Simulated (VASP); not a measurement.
Input of a VASP 6.6.1 run:

Contents of INCAR:

```
PREC = Accurate ; ENCUT = 520
EDIFF = 1E-6 ; ISMEAR = 0
SIGMA = 0.1 ; LREAL = False
LASPH = True ; NELM = 100
ALGO = Fast ; ISIF = 2
LWAVE = False ; LCHARG = True
GGA = CA ; LELF = True
LVHAR = True ; NBANDS = 38
```

Contents of KPOINTS:

```
regular mesh
0
Gamma
  6 6 10
```

The input POSCAR:

```
BaAl9Fe2
1.0
    7.8636472477      0.0000000000      0.0000000000
   -3.9318236238      6.8101182829      0.0000000000
    0.0000000000      0.0000000000      3.8691032303
Ba Al Fe
1 9 2
Direct
    0.0000000000      0.0000000000      0.0000000000
    0.5000000000      0.0000000000      0.0000000000
    0.5000000000      0.5000000000      0.0000000000
    0.0000000000      0.5000000000      0.0000000000
    0.2163742405      0.4327484810      0.5000000000
    0.7836257595      0.2163742405      0.5000000000
    0.4327484810      0.2163742405      0.5000000000
    0.5672515190      0.7836257595      0.5000000000
    0.2163742405      0.7836257595      0.5000000000
    0.7836257595      0.5672515190      0.5000000000
    0.6666666667      0.3333333333      0.0000000000
    0.3333333333      0.6666666667      0.0000000000
```

Potentials or basis: VASP PAW LDA potentials, release 64 (Ba_sv, Al, Fe).

Command:

```console
$ cat potpaw_LDA.64/Ba_sv/POTCAR potpaw_LDA.64/Al/POTCAR potpaw_LDA.64/Fe/POTCAR > POTCAR
$ mpirun -np 1 vasp_std > vasp.out
```

(1) What does it give for the largest force?

(2) Estimate the pressure.

Results:

(1) 0.009 eV/Å.

(2) 0.3 GPa.
